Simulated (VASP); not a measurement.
# Br2Zn in VASP: notebook

Runs on Br2Zn. Level: PBE. Tasks: single point, relaxation of the atoms.

Everything below comes from runs of VASP 6.6.1. Logs are shortened: lines on timing, memory, paths and dates and some standing lists are left out, and cuts for length are marked.

## 1. The undisturbed molecule

The cell holds a molecule in a box, 3 atoms: a = 11.000 Å, b = 13.000 Å, c = 11.000 Å, α = 90.00°, β = 90.00°, γ = 90.00°.

## 2. Single point, PBE (atoms moved at random, drawn with an rms of 0.05 Å)

INCAR reads:

```
PREC = Accurate
ENCUT = 520
EDIFF = 1E-6
ISMEAR = 0
SIGMA = 0.01
LREAL = F
LASPH = T
NELM = 100
ALGO = Normal
ISIF = 2
LWAVE = F
LCHARG = F
GGA = PE
```

KPOINTS reads:

```
regular mesh
0
Gamma
  1 1 1
```

POSCAR reads:

```
ZnBr2
1.0
   11.0000000000      0.0000000000      0.0000000000
    0.0000000000     13.0000000000      0.0000000000
    0.0000000000      0.0000000000     11.0000000000
Br Zn
2 1
Direct
    0.5915760000      0.6401590000      0.5715700000
    0.4108410000      0.3578530000      0.4298910000
    0.5042430000      0.5011140000      0.5079250000
```

Potentials or basis: VASP PAW PBE potentials, release 64 (Br, Zn).

Launch:

```sh
$ cat potpaw_PBE.64/Br/POTCAR potpaw_PBE.64/Zn/POTCAR > POTCAR
$ mpirun -np 1 vasp_gam > vasp.out
```

OUTCAR:

```text
PREC = Accurate
   ENCUT = 520
   EDIFF = 1E-6
   ISMEAR = 0
   LREAL = F
   LASPH = T
   NELM = 100
   ISIF = 2
   GGA = PE

 ion  position               nearest neighbor table
   1  0.592  0.640  0.572-   3 2.16
   2  0.411  0.358  0.430-   3 2.29
   3  0.504  0.501  0.508-   1 2.16   2 2.29

  LATTYP: Found a simple tetragonal cell.
 ALAT       =    11.0000000000
 C/A-ratio  =     1.1818181818

  Lattice vectors:

 A1 = ( -11.0000000000,   0.0000000000,   0.0000000000)
 A2 = (   0.0000000000,   0.0000000000,  11.0000000000)
 A3 = (   0.0000000000,  13.0000000000,   0.0000000000)

Analysis of symmetry for initial positions (statically):
=====================================================================
 Subroutine PRICEL returns:
 Original cell was already a primitive cell.

 Routine SETGRP: Setting up the symmetry group for a
 simple tetragonal supercell.

 Subroutine GETGRP returns: Found  1 space group operations
 (whereof  1 operations were pure point group operations)
 out of a pool of 16 trial point group operations.

The static configuration has the point symmetry C_1 .

Analysis of symmetry for dynamics (positions and initial velocities):
=====================================================================
 Subroutine PRICEL returns:
 Original cell was already a primitive cell.

 Routine SETGRP: Setting up the symmetry group for a
 simple tetragonal supercell.

 Subroutine GETGRP returns: Found  1 space group operations
 (whereof  1 operations were pure point group operations)
 out of a pool of 16 trial point group operations.

The dynamic configuration has the point symmetry C_1 .

 Subroutine INISYM returns: Found  1 space group operations
 (whereof  1 operations are pure point group operations),
 and found     1 'primitive' translations

----------------------------------------------------------------------------------------

                                     Primitive cell

  volume of cell :    1573.0000

  direct lattice vectors                    reciprocal lattice vectors
    11.000000000  0.000000000  0.000000000     0.090909091  0.000000000  0.000000000
     0.000000000 13.000000000  0.000000000     0.000000000  0.076923077  0.000000000
     0.000000000  0.000000000 11.000000000     0.000000000  0.000000000  0.090909091

  length of vectors
    11.000000000 13.000000000 11.000000000     0.090909091  0.076923077  0.090909091

  position of ions in fractional coordinates (direct lattice)
     0.591576000  0.640159000  0.571570000
     0.410841000  0.357853000  0.429891000
     0.504243000  0.501114000  0.507925000

  ion indices of the primitive-cell ions
   primitive index   ion index
                 1           1
                 2           2
                 3           3

----------------------------------------------------------------------------------------

 KPOINTS: regular mesh

Automatic generation of k-mesh.
 Grid dimensions read from file:
 generate k-points for:    1    1    1

 Generating k-lattice:

  Cartesian coordinates                     Fractional coordinates (reciprocal lattice)
     0.090909091  0.000000000  0.000000000     1.000000000  0.000000000  0.000000000
     0.000000000  0.076923077  0.000000000     0.000000000  1.000000000  0.000000000
     0.000000000  0.000000000  0.090909091     0.000000000  0.000000000  1.000000000

  Length of vectors
     0.090909091  0.076923077  0.090909091

  Shift w.r.t. Gamma in fractional coordinates (k-lattice)
     0.000000000  0.000000000  0.000000000

 Subroutine IBZKPT returns following result:
 ===========================================

 Found      1 irreducible k-points:

 Following reciprocal coordinates:
            Coordinates               Weight
  0.000000  0.000000  0.000000      1.000000
   k-points           NKPTS =      1   k-points in BZ     NKDIM =      1   number of bands    NBANDS=     17
   number of dos      NEDOS =    301   number of ions     NIONS =      3
   total plane-waves  NPLWV = 691488
   dimension x,y,z NGX =    84 NGY =   98 NGZ =   84
   dimension x,y,z NGXF=   168 NGYF=  196 NGZF=  168
   ions per type =               2   1
   NGX,Y,Z   is equivalent  to a cutoff of  12.70, 12.53, 12.70 a.u.
   NGXF,Y,Z  is equivalent  to a cutoff of  25.39, 25.06, 25.39 a.u.
 SYSTEM =  unknown system
   PREC   = accura    normal or accurate (medium, high low for compatibility)
   ISTART =      0    job   : 0-new  1-cont  2-samecut
   ICHARG =      2    charge: 1-file 2-atom 10-const
   ISPIN  =      1    spin polarized calculation?
   LNONCOLLINEAR =      F non collinear calculations
   LSORBIT =      F    spin-orbit coupling
   LASPH  =      T    aspherical Exc in radial PAW
   ENCUT  =  520.0 eV  38.22 Ry    6.18 a.u.  20.45 24.17 20.45*2*pi/ulx,y,z
   NELM   =    100;   NELMIN=  2; NELMDL= -5     # of ELM steps
   EDIFF  = 0.1E-05   stopping-criterion for ELM
   LREAL  =      F    real-space projection
   EDIFFG = 0.1E-04   stopping-criterion for IOM
   NSW    =      0    number of steps for IOM
   IBRION =     -1    ionic relax: 0-MD 1-quasi-New 2-CG
   NFREE  =      0    steps in history (QN), initial steepest desc. (CG)
   ISIF   =      2    stress and relaxation
   ISYM   =      2    0-nonsym 1-usesym 2-fastsym
   POTIM  = 0.5000    time-step for ionic-motion
   TEBEG  =    0.0;   TEEND  =   0.0 temperature during run
   PSTRESS=    0.0 pullay stress
   NELECT =      26.0000    total number of electrons
   NUPDOWN=      -1.0000    fix difference up-down
   EMIN   =  10.00;   EMAX   =-10.00  energy-range for DOS
   EFERMI =   0.00;   METHOD = LEGACY
   ISMEAR =     0;   SIGMA  =   0.01  broadening in eV -4-tet -1-fermi 0-gaus
   EFERMI_NEDOS =   21; number of points for ismear=-14 and -15
   IALGO  =     38    algorithm
   IMIX   =      4    mixing-type and parameters
     AMIX     =   0.40;   BMIX     =  1.00
     AMIX_MAG =   1.60;   BMIX_MAG =  1.00
  volume/ion in A,a.u.               =     524.33      3538.38
  Fermi-wavevector in a.u.,A,eV,Ry     =   0.417020  0.788053  2.366125  0.173905
  Thomas-Fermi vector in A             =   1.376994
   LORBIT       =      0    0 simple, 1 ext, 2 COOP (PROOUT), +10 PAW based schemes
   GGA     = PE    functional components
   LHFCALC =     F    Hartree Fock is set to
   AEXX    =    0.0000 exact exchange contribution
   IVDW    =     0    specifies the selected vdW correction
   LEPSILON=     F    determine dielectric tensor
   LRPA    =     F    only Hartree local field effects (RPA)
 non-spin polarized calculation
 Gauss-broadening in eV      SIGMA  =   0.01
  energy-cutoff  :      520.00
  volume of cell :     1573.00
 maximum number of plane-waves:     21209
 NGX is ok and might be reduce to    84
   NGX = 41   NGY = 49   NGZ = 41

 number of electron      26.0000004 magnetization

 Free energy of the ion-electron system (eV)
  ---------------------------------------------------
  ext. energy  EPLUGINS =         0.00000000
  ---------------------------------------------------
  free energy    TOTEN  =        -6.19619190 eV

  energy without entropy =       -6.19619190  energy(sigma->0) =       -6.19619190

 E-fermi :  -6.8293     XC(G=0):  -0.9901

 val. band max:       -6.8959386202   @ k =   0.0000   0.0000   0.0000
 cond. band min:      -2.5106209514   @ k =   0.0000   0.0000   0.0000
 fundamental gap:      4.3853176688
 Fermi energy:        -6.8293307177

 k-point     1 :       0.0000    0.0000    0.0000
  band No.  band energies     occupation
      1     -19.9164      2.00000
      2     -19.4046      2.00000
      3     -12.6088      2.00000
      4     -12.3748      2.00000
      5     -12.3743      2.00000
      6     -12.2560      2.00000
      7     -12.2560      2.00000
      8      -9.4008      2.00000
      9      -8.3611      2.00000
     10      -7.3934      2.00000
     11      -7.3930      2.00000
     12      -6.8963      2.00000
     13      -6.8959      2.00000
     14      -2.5106      0.00000
     15      -0.9404      0.00000
     16      -0.9299      0.00000
     17      -0.0449      0.00000

------------------------ aborting loop because EDIFF is reached ----------------------------------------

  FORCE on cell =-STRESS in cart. coord.  units (eV):
  Direction    XX          YY          ZZ          XY          YZ          ZX
  --------------------------------------------------------------------------------------
  -------------------------------------------------------------------------------------
  Total       -0.0734867     -0.1527984     -0.1109457     -0.1046245     -0.1527143     -0.0936444
  in kB       -0.0748498     -0.1556327     -0.1130036     -0.1065652     -0.1555470     -0.0953814
  external PRESSURE =      -0.1144954 kB  Pullay stress =       0.0000000 kB

 VOLUME and BASIS-vectors are now :
 -----------------------------------------------------------------------------
  energy-cutoff  :      520.00
  volume of cell :     1573.00
      direct lattice vectors                 reciprocal lattice vectors
    11.000000000  0.000000000  0.000000000     0.090909091  0.000000000  0.000000000
     0.000000000 13.000000000  0.000000000     0.000000000  0.076923077  0.000000000
     0.000000000  0.000000000 11.000000000     0.000000000  0.000000000  0.090909091

 POSITION                                       TOTAL-FORCE (eV/Angst)
 -----------------------------------------------------------------------------------
      6.50734      8.32207      6.28727         0.347373      0.634342      0.283185
      4.51925      4.65209      4.72880         0.393414      0.696864      0.356352
      5.54667      6.51448      5.58718        -0.740787     -1.331207     -0.639537
 -----------------------------------------------------------------------------------
    total drift:                               -0.000231     -0.001265      0.000351

  FREE ENERGIE OF THE ION-ELECTRON SYSTEM (eV)
  ---------------------------------------------------
  free  energy   TOTEN  =        -6.1961919036 eV

  energy  without entropy=       -6.1961919036  energy(sigma->0) =       -6.19619190
```

It took 1.7 min on 1 thread of Intel Xeon Platinum 8559C (Emerald Rapids), shared host; peak memory 1.1 GiB.

What came out:

| Quantity | Value |
| --- | --- |
| Free energy | -6.1962 eV |
| Largest force | 1.652 eV/Å |
| Gap between the frontier levels | 4.39 eV |

Forces on the atoms (eV/Å):
```
Br   0.347  0.634  0.283
Br   0.393  0.697  0.356
Zn  -0.741 -1.331 -0.640
```

Levels at points of the mesh, in eV from the valence-band top:
| k point | band 11 | band 12 | band 13 | band 14 | band 15 | band 16 |
| --- | --- | --- | --- | --- | --- | --- |
| (0.00, 0.00, 0.00) | -0.50 | 0.00 | 0.00 | 4.39 | 5.96 | 5.97 |

## 3. Relaxation of the atoms, PBE (atoms moved at random, drawn with an rms of 0.02 Å)

INCAR, as its differences from that of step 2:

```diff
@@ -7,3 +7,3 @@
 LASPH = T
-NELM = 100
+NELM = 80
 ALGO = Normal
@@ -13 +13,4 @@
 GGA = PE
+IBRION = 2
+NSW = 60
+EDIFFG = -0.01
```

KPOINTS is that of step 2.

POSCAR reads:

```
ZnBr2
1.0
   11.0000000000      0.0000000000      0.0000000000
    0.0000000000     13.0000000000      0.0000000000
    0.0000000000      0.0000000000     11.0000000000
Br Zn
2 1
Direct
    0.5898590000      0.6453330000      0.5698560000
    0.4120830000      0.3594810000      0.4357150000
    0.4991730000      0.5020460000      0.5047270000
```

Potentials or basis: VASP PAW PBE potentials, release 64 (Br, Zn).

Launch:

```sh
$ cat potpaw_PBE.64/Br/POTCAR potpaw_PBE.64/Zn/POTCAR > POTCAR
$ mpirun -np 1 vasp_gam > vasp.out
```

Run time: 6.6 min. Hardware: 1 thread of Intel Xeon Platinum 8559C (Emerald Rapids), shared host; peak memory 1.2 GiB.

Results (log left out):

- Free energy: -6.2538 eV
- Energy gained by relaxing: 0.7 meV/atom
- Ionic steps: 10
- Largest force after relaxing: 0.008 eV/Å
- Gap between the frontier levels: 4.52 eV

Forces in eV/Å, atoms in the order of the input:
```
Br  -0.002 -0.004 -0.001
Br   0.002  0.007  0.003
Zn   0.000 -0.003 -0.003
```

The path:
| step | energy change (eV) | largest force (eV/Å) | pressure (GPa) |
| --- | --- | --- | --- |
| 1 | 0.0000 | 0.1996 | -0.02 |
| 2 | -0.0013 | 0.1228 | -0.01 |
| 3 | -0.0014 | 0.1013 | -0.01 |
| 4 | -0.0018 | 0.0282 | 0.00 |
| 5 | -0.0018 | 0.0267 | 0.00 |
| 6 | -0.0019 | 0.0241 | 0.00 |
| 7 | -0.0020 | 0.0201 | 0.00 |
| 8 | -0.0021 | 0.0243 | 0.00 |
| 9 | -0.0021 | 0.0530 | 0.00 |
| 10 | -0.0022 | 0.0081 | 0.00 |

Final structure:
```
Br Zn
1.0
    11.00000    0.00000    0.00000
     0.00000   13.00000    0.00000
     0.00000    0.00000   11.00000
Br Zn
2 1
Direct
  0.58893 0.64461 0.57021
  0.41187 0.35996 0.43659
  0.50031 0.50230 0.50350
```

Levels at points of the mesh, in eV from the valence-band top:
| k point | band 11 | band 12 | band 13 | band 14 | band 15 | band 16 |
| --- | --- | --- | --- | --- | --- | --- |
| (0.00, 0.00, 0.00) | -0.41 | 0.00 | 0.00 | 4.52 | 6.03 | 6.03 |

## 4. The reference run

An earlier run on the cell as given: functional PBE; potentials or basis VASP PAW PBE potentials, release 64 (Br, Zn); cutoff 520 eV; k mesh 1 × 1 × 1; occupations gaussian, width 0.01 eV; no spin polarisation.

- Largest force: 0.120 eV/Å
- Gap between the frontier levels: 4.47 eV

## 5. Summary

| task | cell | gap on the mesh (eV) | largest force (eV/Å) |
| --- | --- | --- | --- |
| single point | atoms moved at random, drawn with an rms of 0.05 Å | 4.39 | 1.65 |
| relaxation of the atoms | atoms relaxed from: atoms moved at random, drawn with an rms of 0.02 Å | 4.52 | 0.01 |
| single point | as given | 4.47 | 0.12 |

Alike in all rows: level PBE; potentials or basis VASP PAW PBE potentials, release 64 (Br, Zn); no spin polarisation; k mesh 1 × 1 × 1; cutoff (eV) 520; smearing gaussian 0.01 eV.

Total energies depend on the potentials used, so only differences within one code and one set of settings carry meaning.
